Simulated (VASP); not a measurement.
An input for Quantum ESPRESSO's pw.x (written as the equivalent of a VASP run, and not itself run):

```
&CONTROL
  calculation = 'vc-relax'
  pseudo_dir = './pseudo'
  outdir = './out'
  tprnfor = .true.
  tstress = .true.
  nstep = 60
  forc_conv_thr = 0.00039
/
&SYSTEM
  ibrav = 0
  nat = 2
  ntyp = 2
  ecutwfc = 84
  occupations = 'smearing'
  smearing = 'methfessel-paxton'
  degauss = 0.00735
  input_dft = 'pbe'
/
&ELECTRONS
  conv_thr = 7.3e-08
  electron_maxstep = 100
/
&IONS
/
&CELL
/
ATOMIC_SPECIES
  Hf 178.490 Hf.upf
  N 14.007 N.upf
CELL_PARAMETERS angstrom
     0.0000000    2.2600000    2.2600000
     2.2600000    0.0000000    2.2600000
     2.2600000    2.2600000    0.0000000
ATOMIC_POSITIONS crystal
  Hf   0.0000000  0.0000000  0.0000000
  N    0.5000000  0.5000000  0.5000000
K_POINTS automatic
  13 13 13 0 0 0
```

Task: Translate this input to VASP (INCAR, KPOINTS, POSCAR, choice of POTCAR).

Result: One answer among several that fit: 
KPOINTS:
```
Automatic mesh
0
Gamma
13 13 13
0 0 0
```

**INCAR**
```
ALGO = Normal
EDIFF = 1E-6
EDIFFG = -0.01
ENCUT = 530
GGA = PE
IBRION = 2
ISIF = 3
ISMEAR = 1
LASPH = .TRUE.
LCHARG = .FALSE.
LMAXMIX = 6
LREAL = .FALSE.
LWAVE = .FALSE.
NELM = 100
NSW = 60
PREC = Accurate
SIGMA = 0.1
SYSTEM = HfN
```

POSCAR:
```
HfN
1
    0.0000000000     2.2600000000     2.2600000000
    2.2600000000     0.0000000000     2.2600000000
    2.2600000000     2.2600000000     0.0000000000
Hf N
1 1
Direct
  0.0000000000   0.0000000000   0.0000000000
  0.5000000000   0.5000000000   0.5000000000
```

POTCAR, in this order: Hf_pv N (PBE.64 set). Program: vasp_std.

What does not carry over: the potentials are each code's own (VASP's PAW set, PseudoDojo norm-conserving files in pw.x), so ENCUT and ecutwfc are chosen apart and not converted; conv_thr bounds pw.x's estimated SCF error, while EDIFF bounds the energy change between steps; forc_conv_thr acts on force components and is met together with etot_conv_thr.

The compound is HfN in the rock salt structure. This run relaxes it. Symmetry was kept, so distortions that lower it aren't found.
